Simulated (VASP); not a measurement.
# CuPt (R-3m) in VASP: single point with LDA

Aim: the single point of CuPt with LDA.

Everything below comes from runs of VASP 6.6.1. Logs are shortened: lines on timing, memory, paths and dates and some standing lists are left out, and cuts for length are marked.

## 1. The cell of the first run

It takes space group R-3m (No. 166, trigonal). The conventional cell has a = 2.683 Å, b = 2.683 Å, c = 12.574 Å, α = 90.00°, β = 90.00°, γ = 120.00°. Around Cu (site symmetry -3m) lie 6 Pt at 2.61 Å and 6 Cu at 2.68 Å. Pt (site symmetry -3m) is surrounded by 6 Cu at 2.61 Å and 6 Pt at 2.68 Å.

The cell comes from a database or a generator and needn't be the stable form of this composition.

## 2. Single point, LDA (relaxed again under DFT LDA, scalar-relativistic, plane waves, PAW)

Contents of INCAR:

```
ALGO     = Fast           # electronic algorithm
EDIFF    = 1E-6           # SCF threshold, eV
ENCUT    = 520            # plane-wave cutoff, eV
ISIF     = 2              # what is computed and relaxed
ISMEAR   = 0              # smearing method
LASPH    = True           # aspherical terms in the spheres
LCHARG   = False          # write CHGCAR
LREAL    = False          # projectors in reciprocal space
LWAVE    = False          # write WAVECAR
NBANDS   = 18             # bands
NELM     = 100            # most SCF steps
PREC     = Accurate       # precision mode
SIGMA    = 0.1            # smearing width, eV
```

Contents of KPOINTS:

```
k-points
0
Gamma
  18 18 18
```

Contents of POSCAR:

```
CuPt
1.0
    1.3416024258      0.7745745217      4.1912427630
   -1.3416024258      0.7745745217      4.1912427630
    0.0000000000     -1.5491490433      4.1912427630
Cu Pt
1 1
Direct
    0.0000000000      0.0000000000      0.0000000000
    0.5000000000      0.5000000000      0.5000000000
```

Potentials or basis: VASP PAW LDA potentials, release 64 (Cu, Pt).

Launch:

```
$ cat potpaw_LDA.64/Cu/POTCAR potpaw_LDA.64/Pt/POTCAR > POTCAR
$ mpirun -np 1 vasp_std > vasp.out
```

OUTCAR:

```text
EDIFF = 1E-6
   ENCUT = 520
   ISIF = 2
   ISMEAR = 0
   LASPH = True
   LREAL = False
   NELM = 100
   PREC = Accurate

 ion  position               nearest neighbor table
   1  0.000  0.000  0.000-   2 2.61   2 2.61   2 2.61   2 2.61   2 2.61   2 2.61
   2  0.500  0.500  0.500-   1 2.61   1 2.61   1 2.61   1 2.61   1 2.61   1 2.61

  LATTYP: Found a trigonal (rhomboedric) cell.
 ALAT       =     4.4683753935
 COS(alpha) =     0.8197072088

  Lattice vectors:

 A1 = (   1.3416024258,   0.7745745217,   4.1912427630)
 A2 = (  -1.3416024258,   0.7745745217,   4.1912427630)
 A3 = (   0.0000000000,  -1.5491490433,   4.1912427630)

Analysis of symmetry for initial positions (statically):
=====================================================================
 Subroutine PRICEL returns:
 Original cell was already a primitive cell.

 Routine SETGRP: Setting up the symmetry group for a
 trigonal (rhombohedral) supercell.

 Subroutine GETGRP returns: Found 12 space group operations
 (whereof 12 operations were pure point group operations)
 out of a pool of 12 trial point group operations.

The static configuration has the point symmetry D_3d.

Analysis of symmetry for dynamics (positions and initial velocities):
=====================================================================
 Subroutine PRICEL returns:
 Original cell was already a primitive cell.

 Routine SETGRP: Setting up the symmetry group for a
 trigonal (rhombohedral) supercell.

 Subroutine GETGRP returns: Found 12 space group operations
 (whereof 12 operations were pure point group operations)
 out of a pool of 12 trial point group operations.

The dynamic configuration has the point symmetry D_3d.

 Subroutine INISYM returns: Found 12 space group operations
 (whereof 12 operations are pure point group operations),
 and found     1 'primitive' translations

----------------------------------------------------------------------------------------

                                     Primitive cell

  volume of cell :      26.1325

  direct lattice vectors                    reciprocal lattice vectors
     1.341602426  0.774574522  4.191242763     0.372688652  0.215171894  0.079530906
    -1.341602426  0.774574522  4.191242763    -0.372688652  0.215171894  0.079530906
     0.000000000 -1.549149043  4.191242763     0.000000000 -0.430343787  0.079530906

  length of vectors
     4.468375393  4.468375393  4.468375393     0.437631055  0.437631055  0.437631055

  position of ions in fractional coordinates (direct lattice)
     0.000000000  0.000000000  0.000000000
     0.500000000  0.500000000  0.500000000

  ion indices of the primitive-cell ions
   primitive index   ion index
                 1           1
                 2           2

----------------------------------------------------------------------------------------

 KPOINTS: k-points

Automatic generation of k-mesh.
 Grid dimensions read from file:
 generate k-points for:   18   18   18

 Generating k-lattice:

  Cartesian coordinates                     Fractional coordinates (reciprocal lattice)
     0.020704925  0.011953994  0.004418384     0.055555556  0.000000000  0.000000000
    -0.020704925  0.011953994  0.004418384     0.000000000  0.055555556  0.000000000
     0.000000000 -0.023907988  0.004418384     0.000000000  0.000000000  0.055555556

  Length of vectors
     0.024312836  0.024312836  0.024312836

  Shift w.r.t. Gamma in fractional coordinates (k-lattice)
     0.000000000  0.000000000  0.000000000

 Subroutine IBZKPT returns following result:
 ===========================================

 Found    580 irreducible k-points:

 Following reciprocal coordinates:
            Coordinates               Weight
  0.000000  0.000000  0.000000      1.000000
  0.055556  0.000000  0.000000      6.000000
  0.111111  0.000000  0.000000      6.000000
  0.166667  0.000000  0.000000      6.000000
  0.222222  0.000000 -0.000000      6.000000
  0.277778  0.000000  0.000000      6.000000
[... 16 lines left out ...]
 -0.277778  0.055556  0.000000     12.000000
 -0.222222  0.055556  0.000000     12.000000
 [... further k-points ...]
   k-points           NKPTS =    580   k-points in BZ     NKDIM =    580   number of bands    NBANDS=     18
   number of dos      NEDOS =    301   number of ions     NIONS =      2
   total plane-waves  NPLWV =  46656
   dimension x,y,z NGX =    36 NGY =   36 NGZ =   36
   dimension x,y,z NGXF=    72 NGYF=   72 NGZF=   72
   ions per type =               1   1
   NGX,Y,Z   is equivalent  to a cutoff of  13.39, 13.39, 13.39 a.u.
   NGXF,Y,Z  is equivalent  to a cutoff of  26.79, 26.79, 26.79 a.u.
 SYSTEM =  unknown system
   PREC   = accura    normal or accurate (medium, high low for compatibility)
   ISTART =      0    job   : 0-new  1-cont  2-samecut
   ICHARG =      2    charge: 1-file 2-atom 10-const
   ISPIN  =      1    spin polarized calculation?
   LNONCOLLINEAR =      F non collinear calculations
   LSORBIT =      F    spin-orbit coupling
   LASPH  =      T    aspherical Exc in radial PAW
   ENCUT  =  520.0 eV  38.22 Ry    6.18 a.u.   8.31  8.31  8.31*2*pi/ulx,y,z
   NELM   =    100;   NELMIN=  2; NELMDL= -5     # of ELM steps
   EDIFF  = 0.1E-05   stopping-criterion for ELM
   LREAL  =      F    real-space projection
   EDIFFG = 0.1E-04   stopping-criterion for IOM
   NSW    =      0    number of steps for IOM
   IBRION =     -1    ionic relax: 0-MD 1-quasi-New 2-CG
   NFREE  =      0    steps in history (QN), initial steepest desc. (CG)
   ISIF   =      2    stress and relaxation
   ISYM   =      2    0-nonsym 1-usesym 2-fastsym
   POTIM  = 0.5000    time-step for ionic-motion
   TEBEG  =    0.0;   TEEND  =   0.0 temperature during run
   PSTRESS=    0.0 pullay stress
   NELECT =      21.0000    total number of electrons
   NUPDOWN=      -1.0000    fix difference up-down
   EMIN   =  10.00;   EMAX   =-10.00  energy-range for DOS
   EFERMI =   0.00;   METHOD = LEGACY
   ISMEAR =     0;   SIGMA  =   0.10  broadening in eV -4-tet -1-fermi 0-gaus
   EFERMI_NEDOS =   21; number of points for ismear=-14 and -15
   IALGO  =     68    algorithm
   IMIX   =      4    mixing-type and parameters
     AMIX     =   0.40;   BMIX     =  1.00
     AMIX_MAG =   1.60;   BMIX_MAG =  1.00
  volume/ion in A,a.u.               =      13.07        88.18
  Fermi-wavevector in a.u.,A,eV,Ry     =   1.522022  2.876204 31.518584  2.316551
  Thomas-Fermi vector in A             =   2.630658
   LORBIT       =      0    0 simple, 1 ext, 2 COOP (PROOUT), +10 PAW based schemes
   GGA     = CA    functional components
   LHFCALC =     F    Hartree Fock is set to
   AEXX    =    0.0000 exact exchange contribution
   IVDW    =     0    specifies the selected vdW correction
   LEPSILON=     F    determine dielectric tensor
   LRPA    =     F    only Hartree local field effects (RPA)
 non-spin polarized calculation
 RMM-DIIS sequential band-by-band and
 Gauss-broadening in eV      SIGMA  =   0.10
  energy-cutoff  :      520.00
  volume of cell :       26.13
 maximum number of plane-waves:       720
 NGX is ok and might be reduce to    36
   NGX = 17   NGY = 17   NGZ = 17

 number of electron      21.0000005 magnetization

 Free energy of the ion-electron system (eV)
  ---------------------------------------------------
  ext. energy  EPLUGINS =         0.00000000
  ---------------------------------------------------
  free energy    TOTEN  =       -12.50964425 eV

  energy without entropy =      -12.50282304  energy(sigma->0) =      -12.50623365

 E-fermi :   9.8129     XC(G=0): -13.5719

 val. band max:        9.8110597386   @ k =  -0.4444  -0.4444   0.0556
 cond. band min:       9.8153100220   @ k =  -0.3889   0.1667   0.1111
 fundamental gap:      0.0042502833
 Fermi energy:         9.8129338235

 k-point     1 :       0.0000    0.0000    0.0000
  band No.  band energies     occupation
      1      -0.2677      2.00000
      2       3.2262      2.00000
      3       5.8706      2.00000
      4       5.8706      2.00000
      5       6.8247      2.00000
      6       6.8247      2.00000
[... 10 lines left out ...]
     17      28.7135      0.00000
     18      32.9556      0.00000

 k-point     2 :       0.0556    0.0000    0.0000
  band No.  band energies     occupation
      1      -0.1499      2.00000
      2       3.3095      2.00000
      3       5.8048      2.00000
      4       5.9534      2.00000
      5       6.7707      2.00000
      6       6.8477      2.00000
[... 10 lines left out ...]
     17      28.5724      0.00000
     18      32.1391      0.00000

 k-point     3 :       0.1111    0.0000    0.0000
  band No.  band energies     occupation
      1       0.1949      2.00000
      2       3.5480      2.00000
      3       5.6289      2.00000
      4       6.1902      2.00000
      5       6.5907      2.00000
      6       6.9171      2.00000
[... 10 lines left out ...]
     17      28.3496      0.00000
     18      30.6747      0.00000

 k-point     4 :       0.1667    0.0000    0.0000
  band No.  band energies     occupation
      1       0.7386      2.00000
      2       3.8931      2.00000
      3       5.4199      2.00000
      4       6.2485      2.00000
      5       6.5346      2.00000
      6       7.0408      2.00000
[... 375 lines left out ...]
      4       6.2354      2.00000
      5       6.6390      2.00000
      6       6.7840      2.00000
[... 10 lines left out ...]
     17      26.4274      0.00000
     18      27.7352      0.00000

 k-point    23 :      -0.2778    0.0556    0.0000
  band No.  band energies     occupation
      1       2.5189      2.00000
      2       4.3184      2.00000
      3       5.0816      2.00000
      4       5.8588      2.00000
      5       6.7400      2.00000
      6       6.8710      2.00000
[... 10 lines left out ...]
     17      27.2516      0.00000
     18      28.5572      0.00000

 k-point    24 :      -0.2222    0.0556    0.0000
  band No.  band energies     occupation
      1       1.8378      2.00000
      2       4.3139      2.00000
      3       5.3391      2.00000
      4       5.5625      2.00000
      5       6.8771      2.00000
      6       6.8960      2.00000
[... 10 lines left out ...]
     17      27.9337      0.00000
     18      29.0795      0.00000

 [... further k-points ...]
[... 5 lines left out ...]
  --------------------------------------------------------------------------------------
  -------------------------------------------------------------------------------------
  Total        0.0807576      0.0807576      0.0689340      0.0000000      0.0000000      0.0000000
  in kB        4.9512247      4.9512247      4.2263231      0.0000000      0.0000000      0.0000000
  external PRESSURE =       4.7095908 kB  Pullay stress =       0.0000000 kB

 VOLUME and BASIS-vectors are now :
 -----------------------------------------------------------------------------
  energy-cutoff  :      520.00
  volume of cell :       26.13
      direct lattice vectors                 reciprocal lattice vectors
     1.341602426  0.774574522  4.191242763     0.372688652  0.215171894  0.079530906
    -1.341602426  0.774574522  4.191242763    -0.372688652  0.215171894  0.079530906
     0.000000000 -1.549149043  4.191242763     0.000000000 -0.430343787  0.079530906

 POSITION                                       TOTAL-FORCE (eV/Angst)
 -----------------------------------------------------------------------------------
      0.00000      0.00000      0.00000         0.000000      0.000000      0.000000
      0.00000      0.00000      6.28686        -0.000000     -0.000000     -0.000000
 -----------------------------------------------------------------------------------
    total drift:                                0.000000      0.000000      0.000000

  FREE ENERGIE OF THE ION-ELECTRON SYSTEM (eV)
  ---------------------------------------------------
  free  energy   TOTEN  =       -12.5096442532 eV

  energy  without entropy=      -12.5028230423  energy(sigma->0) =      -12.50623365
```

It took 11 min on 1 thread of Intel Xeon Platinum 8559C (Emerald Rapids), shared host; peak memory 0.43 GiB.

Results:

```yaml
Free_energy: -12.5096 eV
Pressure: 0.5 GPa
Band_gap_on_the_k_mesh: none (metal or under the smearing width)
```
